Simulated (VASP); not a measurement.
Calculation: PBEsol GGA, VASP's PBE PAW potentials (set 64) (plane waves; VASP 6.6.1). Each cell was relaxed at this level, without spin-orbit coupling.

Q: Which of these comes out without a gap?
A. K2S, Fm-3m (225)
B. KMgF3, Pm-3m (221)
C. ZnS, F-43m (216)
D. TiSe2, P-3m1 (164)

A: D, TiSe2, P-3m1 (164). The others have gaps of 2.09 eV (ZnS, F-43m (216)), 2.35 eV (K2S, Fm-3m (225)), 7.13 eV (KMgF3, Pm-3m (221)).
